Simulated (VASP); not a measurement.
All values below come from SCAN meta-GGA, VASP's PBE PAW potentials (set 64) (plane waves; VASP).

The input files of a VASP run:

**POSCAR**
```
PbTe
1
    0.0000000000     3.2300000000     3.2300000000
    3.2300000000     0.0000000000     3.2300000000
    3.2300000000     3.2300000000     0.0000000000
Te Pb
1 1
Direct
  0.5000000000   0.5000000000   0.5000000000
  0.0000000000   0.0000000000   0.0000000000
```

INCAR:
```
SYSTEM = PbTe
PREC = Accurate; ENCUT = 520; LREAL = .False.
LASPH = .True.
EDIFF = 1E-6; NELM = 100; ALGO = Normal
LMAXMIX = 4; LMIXTAU = .True.
ISMEAR = 0; SIGMA = 0.05
METAGGA = SCAN
IBRION = 2; NSW = 60; ISIF = 3
EDIFFG = -0.01
LWAVE = .False.; LCHARG = .False.
```

**KPOINTS**
```
Regular mesh
0
G
  7 7 7
0 0 0
```

POTCAR, in this order: Te Pb_d (PBE.64 set). Program: vasp_std.

Output

**OSZICAR**
```
       N       E                     dE             d eps       ncg     rms          rms(c)
DAV:   1     0.476178507576E+02    0.47618E+02   -0.94290E+03   560   0.140E+03
DAV:   2    -0.106732824018E+03   -0.15435E+03   -0.15167E+03   590   0.342E+02
DAV:   3    -0.117781621793E+03   -0.11049E+02   -0.11002E+02   734   0.982E+01
DAV:   4    -0.118069222934E+03   -0.28760E+00   -0.28746E+00   662   0.197E+01
DAV:   5    -0.118077526276E+03   -0.83033E-02   -0.83032E-02   784   0.276E+00    0.356E+00
DAV:   6    -0.113850077631E+03    0.42274E+01   -0.26868E+00   698   0.344E+01    0.259E+00
DAV:   7    -0.113620656224E+03    0.22942E+00   -0.85291E-01   560   0.132E+01    0.123E+00
DAV:   8    -0.113821162330E+03   -0.20051E+00   -0.74782E-01   560   0.767E+00    0.808E-01
DAV:   9    -0.113720642631E+03    0.10052E+00   -0.12784E-01   560   0.428E+00    0.449E-01
DAV:  10    -0.113758240009E+03   -0.37597E-01   -0.28052E-01   560   0.454E+00    0.435E-01
DAV:  11    -0.113730540422E+03    0.27700E-01   -0.46186E-02   560   0.296E+00    0.229E-01
DAV:  12    -0.113749924628E+03   -0.19384E-01   -0.43892E-02   560   0.224E+00    0.690E-02
DAV:  13    -0.113750520243E+03   -0.59562E-03   -0.74598E-03   614   0.749E-01    0.921E-02
DAV:  14    -0.113750406508E+03    0.11373E-03   -0.20502E-03   560   0.533E-01    0.118E-01
DAV:  15    -0.113750678758E+03   -0.27225E-03   -0.53132E-04   572   0.228E-01    0.797E-02
DAV:  16    -0.113750619496E+03    0.59262E-04   -0.14865E-04   608   0.163E-01    0.602E-02
DAV:  17    -0.113750642413E+03   -0.22916E-04   -0.17017E-04   572   0.133E-01    0.193E-02
DAV:  18    -0.113750651406E+03   -0.89936E-05   -0.20243E-05   602   0.387E-02    0.706E-03
DAV:  19    -0.113750649370E+03    0.20366E-05   -0.41759E-07   394   0.798E-03    0.624E-03
DAV:  20    -0.113750659674E+03   -0.10305E-04   -0.46687E-06   566   0.209E-02    0.578E-03
DAV:  21    -0.113750667482E+03   -0.78074E-05   -0.59019E-06   572   0.276E-02    0.581E-03
DAV:  22    -0.113750667830E+03   -0.34874E-06   -0.78760E-08   280   0.420E-03
   1 F= -.11375067E+03 E0= -.11375067E+03  d E =-.113751E+03
       N       E                     dE             d eps       ncg     rms          rms(c)
DAV:   1    -0.113819574580E+03   -0.68907E-01   -0.24682E+00   680   0.298E+01    0.139E+00
DAV:   2    -0.113763757362E+03    0.55817E-01   -0.14025E-01   674   0.712E+00    0.562E-01
DAV:   3    -0.113749662022E+03    0.14095E-01   -0.45978E-02   680   0.379E+00    0.771E-02
DAV:   4    -0.113750691116E+03   -0.10291E-02   -0.12958E-02   560   0.127E+00    0.190E-01
DAV:   5    -0.113751100210E+03   -0.40909E-03   -0.74060E-04   572   0.218E-01    0.134E-01
DAV:   6    -0.113752048075E+03   -0.94786E-03   -0.24306E-03   560   0.421E-01    0.280E-02
DAV:   7    -0.113751925878E+03    0.12220E-03   -0.10826E-03   572   0.360E-01    0.371E-02
DAV:   8    -0.113752036533E+03   -0.11065E-03   -0.12722E-04   578   0.104E-01    0.290E-02
DAV:   9    -0.113752333517E+03   -0.29698E-03   -0.12921E-03   560   0.389E-01    0.128E-02
DAV:  10    -0.113752333454E+03    0.62693E-07   -0.13285E-04   584   0.127E-01    0.297E-02
DAV:  11    -0.113752338081E+03   -0.46274E-05   -0.36002E-06   678   0.204E-02    0.392E-02
DAV:  12    -0.113752328250E+03    0.98317E-05   -0.12519E-05   560   0.402E-02    0.327E-02
DAV:  13    -0.113752299054E+03    0.29196E-04   -0.55946E-06   560   0.238E-02    0.179E-02
DAV:  14    -0.113752289658E+03    0.93957E-05   -0.98287E-07   400   0.895E-03    0.977E-03
DAV:  15    -0.113752286350E+03    0.33078E-05   -0.16427E-07   280   0.479E-03    0.301E-03
DAV:  16    -0.113752285039E+03    0.13115E-05   -0.20405E-07   280   0.684E-03    0.371E-03
DAV:  17    -0.113752284897E+03    0.14150E-06   -0.17070E-07   280   0.746E-03
   2 F= -.11375228E+03 E0= -.11375228E+03  d E =-.161707E-02
       N       E                     dE             d eps       ncg     rms          rms(c)
DAV:   1    -0.113758309223E+03   -0.60242E-02   -0.20488E-01   680   0.836E+00    0.409E-01
DAV:   2    -0.113753748505E+03    0.45607E-02   -0.12014E-02   680   0.210E+00    0.163E-01
DAV:   3    -0.113752876791E+03    0.87171E-03   -0.37275E-03   686   0.109E+00    0.223E-02
DAV:   4    -0.113752742559E+03    0.13423E-03   -0.99106E-04   560   0.347E-01    0.522E-02
DAV:   5    -0.113752767859E+03   -0.25300E-04   -0.53668E-05   560   0.558E-02    0.366E-02
DAV:   6    -0.113752613699E+03    0.15416E-03   -0.18112E-04   590   0.103E-01    0.103E-02
DAV:   7    -0.113752569783E+03    0.43917E-04   -0.11295E-04   560   0.105E-01    0.108E-02
DAV:   8    -0.113752562976E+03    0.68065E-05   -0.14451E-05   572   0.334E-02    0.857E-03
DAV:   9    -0.113752558822E+03    0.41541E-05   -0.57622E-05   560   0.773E-02    0.279E-03
DAV:  10    -0.113752550076E+03    0.87454E-05   -0.20350E-05   560   0.494E-02    0.710E-03
DAV:  11    -0.113752554564E+03   -0.44873E-05   -0.15099E-06   514   0.156E-02    0.751E-03
DAV:  12    -0.113752552951E+03    0.16129E-05   -0.81056E-08   280   0.375E-03    0.959E-03
DAV:  13    -0.113752560000E+03   -0.70490E-05   -0.10694E-06   280   0.103E-02    0.112E-03
DAV:  14    -0.113752568769E+03   -0.87689E-05   -0.76231E-07   304   0.122E-02    0.446E-03
DAV:  15    -0.113752567093E+03    0.16761E-05   -0.66478E-08   280   0.445E-03    0.232E-03
DAV:  16    -0.113752566515E+03    0.57809E-06   -0.44215E-08   280   0.287E-03
   3 F= -.11375257E+03 E0= -.11375257E+03  d E =-.189868E-02
       N       E                     dE             d eps       ncg     rms          rms(c)
DAV:   1    -0.113752833212E+03   -0.26612E-03   -0.90328E-03   680   0.177E+00    0.856E-02
DAV:   2    -0.113752549852E+03    0.28336E-03   -0.52691E-04   674   0.439E-01    0.341E-02
DAV:   3    -0.113752473823E+03    0.76029E-04   -0.16645E-04   680   0.230E-01    0.471E-03
DAV:   4    -0.113752505430E+03   -0.31606E-04   -0.45751E-05   560   0.756E-02    0.112E-02
DAV:   5    -0.113752507503E+03   -0.20729E-05   -0.23582E-06   524   0.120E-02    0.796E-03
DAV:   6    -0.113752548090E+03   -0.40587E-04   -0.89424E-06   596   0.226E-02    0.192E-03
DAV:   7    -0.113752550826E+03   -0.27360E-05   -0.47280E-06   560   0.223E-02    0.229E-03
DAV:   8    -0.113752554293E+03   -0.34670E-05   -0.61317E-07   280   0.742E-03    0.173E-03
DAV:   9    -0.113752559935E+03   -0.56418E-05   -0.49035E-06   560   0.217E-02    0.262E-04
DAV:  10    -0.113752560413E+03   -0.47835E-06   -0.29512E-07   280   0.579E-03
   4 F= -.11375256E+03 E0= -.11375256E+03  d E =-.189258E-02
```

OUTCAR:
```
------------------------ aborting loop because EDIFF is reached ----------------------------------------
  FORCE on cell =-STRESS in cart. coord.  units (eV):
  Direction    XX          YY          ZZ          XY          YZ          ZX
  --------------------------------------------------------------------------------------
  Total       -0.0012119     -0.0012119     -0.0012119     -0.0000000     -0.0000000      0.0000000
  in kB       -0.0283659     -0.0283659     -0.0283659     -0.0000000     -0.0000000      0.0000000
  external PRESSURE =      -0.0283659 kB  Pullay stress =       0.0000000 kB
  volume of cell :       68.45
      direct lattice vectors                 reciprocal lattice vectors
     0.000000000  3.246781529  3.246781529    -0.153998659  0.153998659  0.153998659
     3.246781529 -0.000000000  3.246781529     0.153998659 -0.153998659  0.153998659
     3.246781529  3.246781529  0.000000000     0.153998659  0.153998659 -0.153998659
  FREE ENERGIE OF THE ION-ELECTRON SYSTEM (eV)
  ---------------------------------------------------
  free  energy   TOTEN  =      -113.7525604133 eV

  energy  without entropy=     -113.7525604133  energy(sigma->0) =     -113.75256041

 reached required accuracy - stopping structural energy minimisation
```
(Selected blocks of OUTCAR.)

**CONTCAR**
```
PbTe
   1.00000000000000
     0.0000000000000000    3.2467815294543785    3.2467815294543785
     3.2467815294543785   -0.0000000000000000    3.2467815294543785
     3.2467815294543785    3.2467815294543785    0.0000000000000000
  Te              Pb
     1     1
Direct
     0.5000000000000000    0.5000000000000000    0.5000000000000000
     0.0000000000000000    0.0000000000000000    1.0000000000000000
```

The compound is PbTe in the rock salt structure. This run relaxes it. Symmetry was kept, so distortions that lower it aren't found.
